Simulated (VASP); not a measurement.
Method: RPBE GGA, VASP's PBE PAW potentials (set 64) (plane waves; VASP).

VASP input:

File KPOINTS:
```
Automatic mesh
0
Gamma
12 12 12
0 0 0
```

INCAR:
```
! general
SYSTEM = LiH
PREC   = Accurate
ENCUT  = 520
LREAL  = F
LASPH  = T

! electronic loop
EDIFF  = 1E-7
NELM   = 100
ALGO   = Normal

! smearing
ISMEAR = -5

! functional
GGA    = RP

! ions
ISIF   = 2

! output
LWAVE  = F
LCHARG = T
LORBIT = 11
NEDOS  = 601
```

### POSCAR
```
LiH
1
   -0.0000000000     2.0273116269     2.0273116269
    2.0273116269    -0.0000000000     2.0273116269
    2.0273116269     2.0273116269     0.0000000000
Li H
1 1
Direct
  0.0000000000   0.0000000000   0.0000000000
  0.5000000000   0.5000000000   0.5000000000
```

POTCAR, in this order: Li_sv H (PBE.64 set). Program: vasp_std.

The run wrote:

File OUTCAR:
```
 ion  position               nearest neighbor table
   1  0.000  0.000  0.000-
   2  0.500  0.500  0.500-
  LATTYP: Found a face centered cubic cell.
 ALAT       =     4.0546232538
 Subroutine PRICEL returns:
 Original cell was already a primitive cell.
 Subroutine GETGRP returns: Found 48 space group operations
The static configuration has the point symmetry O_h .
The dynamic configuration has the point symmetry O_h .
 Subroutine INISYM returns: Found 48 space group operations
 Subroutine IBZKPT returns following result:
 Found     72 irreducible k-points:

 Following reciprocal coordinates:
            Coordinates               Weight
  0.000000  0.000000  0.000000      1.000000
  0.083333  0.000000  0.000000      8.000000
  0.166667  0.000000  0.000000      8.000000
  0.250000  0.000000  0.000000      8.000000
  0.333333  0.000000  0.000000      8.000000
  0.416667  0.000000  0.000000      8.000000
  0.500000  0.000000  0.000000      4.000000
  0.083333  0.083333  0.000000      6.000000
  0.166667  0.083333  0.000000     24.000000
  0.250000  0.083333  0.000000     24.000000
  0.333333  0.083333  0.000000     24.000000
  0.416667  0.083333  0.000000     24.000000
  0.500000  0.083333  0.000000     24.000000
 -0.416667  0.083333  0.000000     24.000000
 -0.333333  0.083333  0.000000     24.000000
 -0.250000  0.083333  0.000000     24.000000
 -0.166667  0.083333  0.000000     24.000000
 -0.083333  0.083333  0.000000     12.000000
  0.166667  0.166667  0.000000      6.000000
  0.250000  0.166667  0.000000     24.000000
  0.333333  0.166667  0.000000     24.000000
  0.416667  0.166667  0.000000     24.000000
  0.500000  0.166667  0.000000     24.000000
 -0.416667  0.166667  0.000000     24.000000
...
```

**OSZICAR**
```
       N       E                     dE             d eps       ncg     rms          rms(c)
DAV:   1    -0.117925737554E+01   -0.11793E+01   -0.14141E+03   876   0.599E+02
DAV:   2    -0.615792821178E+01   -0.49787E+01   -0.49681E+01  1134   0.686E+01
DAV:   3    -0.627053053599E+01   -0.11260E+00   -0.11260E+00  1122   0.950E+00
DAV:   4    -0.627150371735E+01   -0.97318E-03   -0.97318E-03  1146   0.782E-01
DAV:   5    -0.627150868336E+01   -0.49660E-05   -0.49660E-05  1116   0.432E-02    0.295E+00
DAV:   6    -0.608078998599E+01    0.19072E+00   -0.15762E-01   954   0.189E+00    0.149E+00
DAV:   7    -0.601722885814E+01    0.63561E-01   -0.21618E-01  1116   0.253E+00    0.234E-01
DAV:   8    -0.601987889628E+01   -0.26500E-02   -0.63771E-03  1032   0.686E-01    0.422E-02
DAV:   9    -0.601984170787E+01    0.37188E-04   -0.24485E-04  1284   0.101E-01    0.108E-02
DAV:  10    -0.601984075718E+01    0.95069E-06   -0.97770E-06  1008   0.230E-02    0.186E-03
DAV:  11    -0.601983799389E+01    0.27633E-05   -0.37308E-07  1242   0.454E-03    0.605E-04
DAV:  12    -0.601983548889E+01    0.25050E-05   -0.18671E-08   690   0.157E-03    0.461E-04
DAV:  13    -0.601983634765E+01   -0.85876E-06   -0.72543E-09   438   0.666E-04    0.373E-05
DAV:  14    -0.601983634597E+01    0.16783E-08   -0.46387E-10   432   0.215E-04
   1 F= -.60198363E+01 E0= -.60198363E+01  d E =0.000000E+00
```

### OUTCAR
```
------------------------ aborting loop because EDIFF is reached ----------------------------------------
  FORCE on cell =-STRESS in cart. coord.  units (eV):
  Direction    XX          YY          ZZ          XY          YZ          ZX
  --------------------------------------------------------------------------------------
  Total       -0.0028857     -0.0028857     -0.0028857      0.0000000      0.0000000      0.0000000
  in kB       -0.2774435     -0.2774435     -0.2774435      0.0000000      0.0000000      0.0000000
  external PRESSURE =      -0.2774435 kB  Pullay stress =       0.0000000 kB
  volume of cell :       16.66
      direct lattice vectors                 reciprocal lattice vectors
     0.000000000  2.027311627  2.027311627    -0.246632039  0.246632039  0.246632039
     2.027311627  0.000000000  2.027311627     0.246632039 -0.246632039  0.246632039
     2.027311627  2.027311627  0.000000000     0.246632039  0.246632039 -0.246632039
  FREE ENERGIE OF THE ION-ELECTRON SYSTEM (eV)
  ---------------------------------------------------
  free  energy   TOTEN  =        -6.0198363460 eV

  energy  without entropy=       -6.0198363460  energy(sigma->0) =       -6.01983635

 total charge

# of ion       s       p       d       tot
------------------------------------------
    1        2.018   0.042   0.000   2.060
    2        0.549   0.002   0.000   0.550
--------------------------------------------------
tot          2.566   0.044   0.000   2.610
```
(Selected blocks of OUTCAR.)

The compound is LiH in the rock salt structure. It was relaxed first.
